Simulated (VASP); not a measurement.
Level of theory: PBEsol GGA, VASP's PBE PAW potentials (set 64) (plane waves; VASP).

Input for VASP

**INCAR**
```
ENCUT  =  520
PREC  =  Accurate
LASPH  =  .TRUE.
SIGMA  =  0.05
ICHARG  =  11   # fixed density
EDIFF  =  1E-7   # SCF stop (eV)
NELM  =  100
GGA  =  PS   # PBEsol
LWAVE  =  .FALSE.
SYSTEM  =  AuZn
LORBIT  =  11   # lm-projected
ALGO  =  Normal
LMAXMIX  =  6   # l cut-off of mixed one-centre charges
LCHARG  =  .FALSE.
ISMEAR  =  0   # Gaussian
LREAL  =  .FALSE.   # projection in real space or not
```

KPOINTS:
```
k-points along high-symmetry lines
15
Line-mode
Reciprocal
  0.000000   0.000000   0.000000 ! GAMMA
  0.000000   0.500000   0.000000 ! X

  0.000000   0.500000   0.000000 ! X
  0.500000   0.500000   0.000000 ! M

  0.500000   0.500000   0.000000 ! M
  0.000000   0.000000   0.000000 ! GAMMA

  0.000000   0.000000   0.000000 ! GAMMA
  0.500000   0.500000   0.500000 ! R

  0.500000   0.500000   0.500000 ! R
  0.000000   0.500000   0.000000 ! X

  0.500000   0.500000   0.500000 ! R
  0.500000   0.500000   0.000000 ! M
```

### POSCAR
```
AuZn
1
    3.1290194450     0.0000000000     0.0000000000
    0.0000000000     3.1290194450     0.0000000000
   -0.0000000000     0.0000000000     3.1290194450
Zn Au
1 1
Direct
  0.5000000000   0.5000000000   0.5000000000
  0.0000000000   0.0000000000   0.0000000000
```

POTCAR, in this order: Zn Au (PBE.64 set). Program: vasp_std. Read from the step before: CHGCAR.

Output of the run:

OUTCAR:
```
 ion  position               nearest neighbor table
   1  0.500  0.500  0.500-   2 2.71   2 2.71   2 2.71   2 2.71   2 2.71   2 2.71   2 2.71   2 2.71
  LATTYP: Found a simple cubic cell.
 ALAT       =     3.1290194450
 Subroutine PRICEL returns:
 Original cell was already a primitive cell.
 Subroutine GETGRP returns: Found 48 space group operations
The static configuration has the point symmetry O_h .
The dynamic configuration has the point symmetry O_h .
 Subroutine INISYM returns: Found 48 space group operations
   k-points           NKPTS =     90   k-points in BZ     NKDIM =     90   number of bands    NBANDS=     15
   number of dos      NEDOS =    301   number of ions     NIONS =      2
   total plane-waves  NPLWV =  13824
   dimension x,y,z NGX =    24 NGY =   24 NGZ =   24
   dimension x,y,z NGXF=    48 NGYF=   48 NGZF=   48
   ions per type =               1   1
   PREC   = accura    normal or accurate (medium, high low for compatibility)
   ISTART =      0    job   : 0-new  1-cont  2-samecut
   ICHARG =     11    charge: 1-file 2-atom 10-const
   ISPIN  =      1    spin polarized calculation?
   LNONCOLLINEAR =      F non collinear calculations
   LSORBIT =      F    spin-orbit coupling
   INIWAV =      1    electr: 0-lowe 1-rand  2-diag
   ENCUT  =  520.0 eV  38.22 Ry    6.18 a.u.   5.82  5.82  5.82*2*pi/ulx,y,z
   NELM   =    100;   NELMIN=  2; NELMDL= -5     # of ELM steps
   EDIFF  = 0.1E-06   stopping-criterion for ELM
   LREAL  =      F    real-space projection
   NLSPLINE    = F    spline interpolate recip. space projectors
   LMAXMIX     =    6 max onsite mixed and CHGCAR
   VOSKOWN=      0    Vosko Wilk Nusair interpolation
   EDIFFG = 0.1E-05   stopping-criterion for IOM
   NSW    =      0    number of steps for IOM
   NBLOCK =      1;   KBLOCK =      1    inner block; outer block
   IBRION =     -1    ionic relax: 0-MD 1-quasi-New 2-CG
   NFREE  =      0    steps in history (QN), initial steepest desc. (CG)
   ISIF   =      2    stress and relaxation
   ISYM   =      2    0-nonsym 1-usesym 2-fastsym
   TEIN   =    0.0    initial temperature
   TEBEG  =    0.0;   TEEND  =   0.0 temperature during run
   SMASS  =  -3.00    Nose mass-parameter (am)
   PSTRESS=    0.0 pullay stress
   NELECT =      23.0000    total number of electrons
   EFERMI =   0.00;   METHOD = LEGACY
   ISMEAR =     0;   SIGMA  =   0.05  broadening in eV -4-tet -1-fermi 0-gaus
   IALGO  =     38    algorithm
   LDIAG  =      T    sub-space diagonalisation (order eigenvalues)
   IMIX   =      4    mixing-type and parameters
     AMIX     =   0.40;   BMIX     =  1.00
     AMIX_MAG =   1.60;   BMIX_MAG =  1.00
     AMIN     =   0.10
   GGA     = PS    functional components
   VOSKOWN =     0    Vosko Wilk Nusair interpolation
   LHFCALC =     F    Hartree Fock is set to
   LHFONE  =     F    Hartree Fock one center treatment
   AEXX    =    0.0000 exact exchange contribution
   IVDW    =     0    specifies the selected vdW correction
   LEPSILON=     F    determine dielectric tensor
   LRPA    =     F    only Hartree local field effects (RPA)
  energy-cutoff  :      520.00
  volume of cell :       30.64
      direct lattice vectors                 reciprocal lattice vectors
     3.129019445  0.000000000  0.000000000     0.319588938  0.000000000  0.000000000
     0.000000000  3.129019445  0.000000000     0.000000000  0.319588938  0.000000000
     0.000000000  0.000000000  3.129019445     0.000000000  0.000000000  0.319588938
 k-point     1 :   0.0000 0.0000 0.0000  plane waves:     799
 k-point     2 :   0.0000 0.0357 0.0000  plane waves:     819
 k-point     3 :   0.0000 0.0714 0.0000  plane waves:     819
 k-point     4 :   0.0000 0.1071 0.0000  plane waves:     807
 k-point     5 :   0.0000 0.1429 0.0000  plane waves:     815
 k-point     6 :   0.0000 0.1786 0.0000  plane waves:     815
 k-point     7 :   0.0000 0.2143 0.0000  plane waves:     816
 k-point     8 :   0.0000 0.2500 0.0000  plane waves:     812
 k-point     9 :   0.0000 0.2857 0.0000  plane waves:     824
 k-point    10 :   0.0000 0.3214 0.0000  plane waves:     824
 k-point    11 :   0.0000 0.3571 0.0000  plane waves:     828
...
```

OSZICAR:
```
       N       E                     dE             d eps       ncg     rms          rms(c)
DAV:   1     0.124989636345E+03    0.12499E+03   -0.11935E+04  2812   0.201E+03
DAV:   2    -0.965065833218E+00   -0.12595E+03   -0.12023E+03  2833   0.341E+02
DAV:   3    -0.479146197633E+01   -0.38264E+01   -0.38107E+01  3372   0.679E+01
DAV:   4    -0.481514680485E+01   -0.23685E-01   -0.23639E-01  3204   0.464E+00
DAV:   5    -0.481546287603E+01   -0.31607E-03   -0.31607E-03  3351   0.537E-01
DAV:   6    -0.481547045810E+01   -0.75821E-05   -0.75822E-05  3295   0.712E-02
DAV:   7    -0.481547067398E+01   -0.21588E-06   -0.21569E-06  3372   0.133E-02
DAV:   8    -0.481547067925E+01   -0.52710E-08   -0.53798E-08  2531   0.206E-03
   1 F= -.48154707E+01 E0= -.48147364E+01  d E =-.146850E-02
```

**OUTCAR**
```
 val. band max:        8.1023550425   @ k =   0.2857   0.2857   0.0000

 cond. band min:       8.1550695124   @ k =   0.4643   0.5000   0.0000



 k-point     1 :       0.0000    0.0000    0.0000
  band No.  band energies     occupation
      1      -3.7001      2.00000
      2      -1.0628      2.00000
      3      -1.0628      2.00000
      4      -0.3192      2.00000
      5      -0.3192      2.00000
      6      -0.3192      2.00000
      7       1.6481      2.00000
      8       1.6481      2.00000
      9       3.3706      2.00000
     10       3.3706      2.00000
     11       3.3706      2.00000
     12      12.1044      0.00000
     13      12.1044      0.00000
     14      12.1044      0.00000
     15      16.1646      0.00000

 k-point     2 :       0.0000    0.0357    0.0000
  band No.  band energies     occupation
      1      -3.6771      2.00000
      2      -1.0574      2.00000
      3      -1.0555      2.00000
      4      -0.3194      2.00000
      5      -0.3194      2.00000
      6      -0.3171      2.00000
      7       1.6440      2.00000
      8       1.6543      2.00000
      9       3.3520      2.00000
     10       3.3520      2.00000
     11       3.3686      2.00000
     12      11.8998      0.00000
     13      12.1487      0.00000
     14      12.1487      0.00000
     15      16.3056      0.00000

 k-point     3 :       0.0000    0.0714    0.0000
  band No.  band energies     occupation
      1      -3.6080      2.00000
      2      -1.0413      2.00000
      3      -1.0340      2.00000
      4      -0.3202      2.00000
      5      -0.3202      2.00000
      6      -0.3110      2.00000
      7       1.6318      2.00000
      8       1.6728      2.00000
      9       3.2979      2.00000
     10       3.2979      2.00000
     11       3.3625      2.00000
     12      11.3764      0.00000
     13      12.2802      0.00000
     14      12.2802      0.00000
     15      16.6234      0.00000

...
```

The density is held fixed in this step, so its total energy and stress have no physical meaning. Unless said otherwise, spin-orbit coupling is left out, though it shifts the bands of the heavy elements here.

The compound is AuZn in the CsCl type structure. It was relaxed first. The electron count is odd and the run is not spin-polarised, which forces a metal.
